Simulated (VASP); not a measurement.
Given:

```
TlBr
1.0
    4.04766     0.00000     0.00000
    0.00000     4.04766     0.00000
    0.00000     0.00000     4.04766
Tl Br
1 1
Direct
  0.00000   0.00000   0.00000
  0.50000   0.50000   0.50000
```

Level of theory: PBE GGA, VASP's PBE PAW potentials (set 64) (plane waves; VASP). Settings: 520 eV cut-off, Gaussian smearing of 0.050 eV, potentials Tl_d Br.

Unless said otherwise, spin-orbit coupling is left out, though it shifts the bands of the heavy elements here.

Question: Give the energies of bands 7 to 13 at the high-symmetry points, in eV from the valence-band maximum.

Answer: 
```
band      Γ      X      M      R
----  -----  -----  -----  -----
7     -4.53  -5.24  -3.66  -2.77
8     -1.09  -0.64  -2.59  -1.67
9     -1.09  -0.64  -2.59  -1.67
10    -1.09   0.00  -0.55  -1.67
11     7.06   1.99   4.83   2.34
12     7.06   5.78   4.83   2.34
13     7.06   5.78   7.24   2.34
```

The gap is direct, 1.99 eV, from the valence maximum at X to the conduction minimum at X.

The compound is TlBr in the CsCl type structure. It was relaxed first.
